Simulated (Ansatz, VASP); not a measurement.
## Al2O3 (Corundum): VASP beside Ansatz

One calculation is typed for both programs; each brings its own data sets. How far apart do they land? The cell is taken from a series of runs on this material, whose earlier steps may have relaxed, scaled, displaced or heated it; both programs get it as it stands.

Method: plane waves, with VASP 6.6.1 beside it; single point at HSE06 with D3(BJ), in Ansatz 0.2.0.

### 1. Starting point

It takes space group R-3c (No. 167, trigonal). Conventional cell: a = 4.752 Å, b = 4.752 Å, c = 12.972 Å, α = 90.00°, β = 90.00°, γ = 120.00°. Nearest to Al lie 6 O at 1.85 to 1.97 Å. Nearest to O lie 4 Al at 1.85 to 1.97 Å. Farther neighbours and most contacts between anions are not listed.

### 2. Ansatz: single point, HSE06 with D3(BJ)

Ansatz runs on its default PAW (the set named soft_2) files.

A single point gives forces, pressure and levels at one fixed geometry, so differences don't come from the geometry; what else differs is listed under the comparison.

Contents of input.yaml:

```yaml
crystal:
  lattice:
    - [2.376146192, 1.3718686436, 4.3239347811]
    - [-2.376146192, 1.3718686436, 4.3239347811]
    - [0.0, -2.7437372872, 4.3239347811]
  atoms:
    - { symbol: Al, position: [0.3519541723, 0.3519541723, 0.3519541723] }
    - { symbol: Al, position: [0.1480458277, 0.1480458277, 0.1480458277] }
    - { symbol: Al, position: [0.6480458277, 0.6480458277, 0.6480458277] }
    - { symbol: Al, position: [0.8519541723, 0.8519541723, 0.8519541723] }
    - { symbol: O, position: [0.5564025971, 0.9435974029, 0.25] }
    - { symbol: O, position: [0.25, 0.5564025971, 0.9435974029] }
    - { symbol: O, position: [0.9435974029, 0.25, 0.5564025971] }
    - { symbol: O, position: [0.4435974029, 0.0564025971, 0.75] }
    - { symbol: O, position: [0.75, 0.4435974029, 0.0564025971] }
    - { symbol: O, position: [0.0564025971, 0.75, 0.4435974029] }
kpoints:
  mp_grid: { grid: [4, 4, 4] }
hamiltonian:
  xc: hse06
  dispersion: d3bj
scf:
  occupations: { method: fixed }
  n_extra_bands: 7
  lower_state_search: "off"
  convergence: { dr2_threshold: 1.0e-09 }
output:
  eigenvalues: true
basis:
  ecutwfc: 650
```

Started as:

```bash
> ansatz run input.yaml --threads 24 --pin off --max-ram 44236MiB --backend cpu --events-out ev --progress --plain --runs-dir out
```

Numbers of over 12 decimals in the logs are rounded to 6 here.

The program printed:

```text
scf.n_extra_bands = 7 over 24 filled bands (N_el = 48.0): the run solves 31 bands
Engine: ansatz 0.2.0, x86_64-unknown-linux-gnu
Pseudopotentials: kind: paw
Pseudopotential: Al, paw, valence charge 3, recommended cutoff 420 eV (normal), Al.paw.azcp
Pseudopotential: O, paw, valence charge 6, recommended cutoff 420 eV (normal), O.paw.azcp
Functional definition: HSE06
  parameter a = 0.25
  parameter omega = 0.11/bohr
  exchange = pbe_x - a*pbe_x_sr(omega) + a*exact_x_sr(omega)
  correlation = pbe_c
davidson cushion auto → on  (no smearing: the cushion is to keep the highest requested band from converging to the state above it; pin scf.eigensolver.cushion to override)
Crystal: 10 atoms, lattice volume = 84.570 Å³
Basis set: ecut = 650 eV, 3197 PW (Γ)
Bands: 31, of which v1, the nominal top of the filled ones, is band 24 counted from 1 (23 counted from 0)
Symmetry: 12 space group operations
Space group: R-3c (ITA 167), of the structure as read, at distance tolerance 4.4e-5 Å
k-points: 13 of 64
Non-local potential: Al, projectors of the file, l = 0: 2, l = 1: 2, l = 2: 1
Non-local potential: O, projectors of the file, l = 0: 2, l = 1: 2, l = 2: 1
PAW form: soft (Blöchl's): semilocal exchange-correlation on the pseudo side does not see the compensation charge
PAW frozen core: Al, regenerated for the run's functional, and the local potential with it (the file was generated under x = pbe(κ = 0.804, μ = 0.219515), c = pbe(β = 0.066725))
PAW frozen core: O, regenerated for the run's functional, and the local potential with it (the file was generated under x = pbe(κ = 0.804, μ = 0.219515), c = pbe(β = 0.066725))
PAW one-centre angular grid: Al, 110 points (default); XC on 64 Gauss nodes
PAW one-centre angular grid: O, 110 points (default); XC on 96 Gauss nodes
Initial density: superposition of atomic densities (neutral atoms: chi_scale 0, normalization atom), corrected by the library's trained network
Initial wavefunctions: pseudopotential atomic-orbital guess
Functional: x = pbe(κ = 0.804, μ = 0.219515), c = pbe(β = 0.066725), warm-up for x = pbe(κ = 0.804, μ = 0.219515) + 0.25 (exact − pbe) at short range (hse, ω = 0.207870 Å⁻¹), c = pbe(β = 0.066725); HSE06 as pw.x's `hse` composes it (authors' and Libxc's form: `xc: wpbeh`)
SCF iter   1: F=—  HF=-5572.204809 eV  |F-HF|=—  |Δ(HF+E_count)|=         —  Δρ=1.76e-3  dr2=8.68e-4  ethr=1.77e-3  ⟨swp⟩=9.2  Hψ=2245  notcnv=0
preconditioner: auto → none  [insulator: Δε(μ)=6.297 eV  Ē_g=16.948 eV  n_scr=20 (ndim 8)  ℏωp=28.0 eV  f_vac=0.000]
SCF iter   2: F=—  HF=-5572.207603 eV  |F-HF|=—  |Δ(HF+E_count)|=   2.79e-3  Δρ=9.46e-4  dr2=2.04e-4  ethr=1.81e-6  ⟨swp⟩=6.4  Hψ=1747  notcnv=0  defer=18
SCF iter   3: F=-5572.208110 eV  HF=-5572.208096 eV  |F-HF|=1.33e-5  |Δ(HF+E_count)|=   4.93e-4  Δρ=4.19e-4  dr2=6.05e-5  ethr=4.25e-7  ⟨swp⟩=4.3  Hψ=1289  notcnv=0  defer=7
SCF 1 stopped early in 3 iterations: F = -5572.208110 eV  dr2 = 6.05e-5
  greatest PAW one-centre occupation: 0.859 electrons in one spin orbital (limit 2), on the O atom at site 9 (counted from 0), in its partial waves of l = 0
Initial density: handed on by an earlier stage of this run
Initial wavefunctions: those handed on with the density
Functional: x = pbe(κ = 0.804, μ = 0.219515) + 0.25 (exact − pbe) at short range (hse, ω = 0.207870 Å⁻¹), c = pbe(β = 0.066725); HSE06 as pw.x's `hse` composes it (authors' and Libxc's form: `xc: wpbeh`)
Exchange kernel: α = 0.2500, screened, ω = 0.2079 Å⁻¹, Wigner–Seitz truncation, v(0) = 1043.3690 eV·Å³, q-mesh 4×4×4, nearest image of the exchange supercell L = 19.01 Å, pair-density grid 30×30×30, without the augmentation charges, whose exchange is taken in its separable form by FFT convolution over the k-point mesh (sized by the pseudopotential files, 36×36×36 at the most), smooth part of the exact exchange by density-matrix convolution
Frozen-core exchange: fock
SCF iter   1: F=—  HF=-5573.663090 eV  |F-HF|=—  |Δ(HF+E_count)|=         —  Δρ=7.73e-3  dr2=2.55e-2  ethr=1.26e-6  ⟨swp⟩=8.3  Hψ=2345  notcnv=0
preconditioner: auto → none  [insulator: Δε(μ)=8.138 eV  Ē_g=19.489 eV  n_scr=20 (ndim 8)  ℏωp=28.0 eV  f_vac=0.000]
SCF iter   2: F=—  HF=-5573.653080 eV  |F-HF|=—  |Δ(HF+E_count)|=   1.00e-2  Δρ=3.96e-3  dr2=5.33e-3  ethr=1.26e-6  ⟨swp⟩=4.5  Hψ=1531  notcnv=0
SCF iter   3: F=—  HF=-5573.666102 eV  |F-HF|=—  |Δ(HF+E_count)|=   1.30e-2  Δρ=1.45e-3  dr2=1.79e-3  ethr=1.26e-6  ⟨swp⟩=4.8  Hψ=1395  notcnv=0
SCF iter   4: F=—  HF=-5573.665581 eV  |F-HF|=—  |Δ(HF+E_count)|=   5.21e-4  Δρ=5.13e-4  dr2=2.13e-4  ethr=1.26e-6  ⟨swp⟩=4.0  Hψ=1490  notcnv=0
iter 5 solved again at ethr=8.56e-9 eV; its pass at ethr=3.56e-7 eV (dr2=4.11e-6 eV) is discarded
SCF iter   5: F=-5573.665517 eV  HF=-5573.665519 eV  |F-HF|=1.98e-6  |Δ(HF+E_count)|=   6.25e-5  Δρ=8.08e-5  dr2=1.46e-5  ethr=8.56e-9  ⟨swp⟩=4.2  Hψ=2264  notcnv=0
eigensolver tolerance schedule: the retry pair's looser diagonalisation over-reported the residual by 0.32 of it (diagonalisation noise at 0.33 of the residual, at the tolerance the schedule requests for it); recorded, not acted on — ethr = c·dr2/N_el stays at c = 1.0e-1
SCF 2 stopped early in 5 iterations: F = -5573.665517 eV  dr2 = 1.46e-5
  greatest PAW one-centre occupation: 0.863 electrons in one spin orbital (limit 2), on the O atom at site 9 (counted from 0), in its partial waves of l = 0
hybrid outer 1: dexx = +1.601e-2 eV, tail = 4.65e-5 eV
Exchange kernel: α = 0.2500, screened, ω = 0.2079 Å⁻¹, Wigner–Seitz truncation, v(0) = 1043.3690 eV·Å³, q-mesh 4×4×4, nearest image of the exchange supercell L = 19.01 Å, pair-density grid 30×30×30, without the augmentation charges, whose exchange is taken in its separable form by FFT convolution over the k-point mesh (sized by the pseudopotential files, 36×36×36 at the most), smooth part of the exact exchange by density-matrix convolution
Frozen-core exchange: fock
SCF iter   1: F=—  HF=-5573.665622 eV  |F-HF|=—  |Δ(HF+E_count)|=         —  Δρ=9.43e-5  dr2=6.82e-6  ethr=4.84e-7  ⟨swp⟩=4.7  Hψ=1001  notcnv=0
preconditioner: auto → none  [insulator: Δε(μ)=8.162 eV  Ē_g=19.481 eV  n_scr=20 (ndim 8)  ℏωp=28.0 eV  f_vac=0.000]
iter 2 solved again at ethr=3.11e-10 eV; its pass at ethr=1.36e-8 eV (dr2=1.49e-7 eV) is discarded
SCF iter   2: F=—  HF=-5573.665620 eV  |F-HF|=—  |Δ(HF+E_count)|=   2.03e-6  Δρ=2.02e-5  dr2=3.56e-7  ethr=3.11e-10  ⟨swp⟩=4.5  Hψ=2340  notcnv=0
SCF iter   3: F=—  HF=-5573.665622 eV  |F-HF|=—  |Δ(HF+E_count)|=   1.88e-6  Δρ=1.57e-5  dr2=1.87e-7  ethr=2.92e-10  ⟨swp⟩=6.0  Hψ=1495  notcnv=0  defer=1
SCF iter   4: F=—  HF=-5573.665622 eV  |F-HF|=—  |Δ(HF+E_count)|=   6.19e-8  Δρ=3.22e-6  dr2=5.07e-9  ethr=2.92e-10  ⟨swp⟩=3.0  Hψ=1184  notcnv=0
SCF iter   5: F=-5573.665622 eV  HF=-5573.665622 eV  |F-HF|=1.93e-10  |Δ(HF+E_count)|=   1.31e-8  Δρ=9.33e-7  dr2=4.57e-10  ethr=8.33e-12  ⟨swp⟩=6.7  Hψ=1487  notcnv=0  defer=12
SCF 3 converged in 5 iterations: F = -5573.665622 eV  dr2 = 4.57e-10
hybrid outer 2: dexx = +2.084e-6 eV, tail = 4.49e-9 eV, Δε = 1.23e-3 eV (about 1.31e-5 eV left of the loop's levels)
hybrid SCF converged: 2 outer / 10 inner (+3 warm-up), last move |dexx| = 2.08e-6 eV, tail = 4.49e-9 eV
Stability not checked: this state was not tested for a lower state beside it, because the functional holds exact exchange (a hybrid, or Hartree-Fock), whose exchange loop this test does not read (fock_operator; see scf.lower_state_search)
Free energy (F): -5573.665622 eV
Frozen-core exchange: fock
Harris-Foulkes:  -5573.665622 eV  (|F-HF|=1.93e-10)
Internal energy: -5573.665622 eV  (E = F + TS)
E sigma→0 (E₀):  -5573.665622 eV
Fermi energy:    6.530956 eV
--- Per-component energies (eV) ---
  E_band       = -17.537355
  E_kinetic    = 1191.679260
  E_local      = -1975.389357  (includes V_loc(G=0)·N_el)
  E_nonlocal   = 316.808597
  E_hartree    = 735.878737
  E_xc         = -494.844534
  E_vxc        = -557.765904  (∫ρ·V_xc dr)
  E_exx        = -136.506443  (= α·E_x^exact, valence–valence)
  E_paw        = -2806.780824  (= ΣΔE_a)
  E_vpaw       = -191.616488  (= ΣTr[D̂ρ^β])
  E_aug_tail   = 0.002821  (compensation charges beyond the density's cutoff)
  E_ewald      = -2401.536245
  E_disp       = -2.638281  (pairwise vdW)
  E_core_change = -0.339352  (= ΣΔE_core)
  E_smearing   = -0.000000  (= −TS)
  E_closure    = -0.000000  (closes the sum)
  Σ components = -5573.665622   (vs F -5573.665622, Δ=0.00e0)
--- Band table (eV; the first three rows and the last of 13) ---
  k-point 0: bands = [... 20 lower, 5.9336, 6.4770, 6.4770, 6.5310, 14.6926, 17.6306, 19.4790, 20.1589, ... 3 higher]
  k-point 1: bands = [... 20 lower, 5.6560, 6.0116, 6.3453, 6.3931, 15.9896, 18.6828, 18.6980, 19.3655, ... 3 higher]
  k-point 2: bands = [... 20 lower, 5.5027, 5.5027, 6.1980, 6.1980, 18.0388, 18.0388, 18.2657, 18.2657, ... 3 higher]
  k-point 12: bands = [... 20 lower, 6.1001, 6.1001, 6.1001, 6.1001, 17.2256, 17.2256, 19.6890, 19.6890, ... 3 higher]
```

In the SCF lines HF is the Harris–Foulkes energy and dr2 the Hartree energy of the density residual, in eV; the loop may stop once dr2 is under the threshold and the program's other checks hold. Hψ counts applications of the Hamiltonian.

(Continued in part 2 of 2.)

[Lines on the potential files, build, host, timing and source positions are cut from VASP's logs without a mark.]

[Logs are printed without paths, hosts, clocks, repeated set-up lines and the standing remarks that a program may print on its own settings, such as how far it seeks lower states.]

[Hosts, paths, dates, database ids (printed as entryN), source tags and the programs' standing remarks are cut or masked in the printed files.]
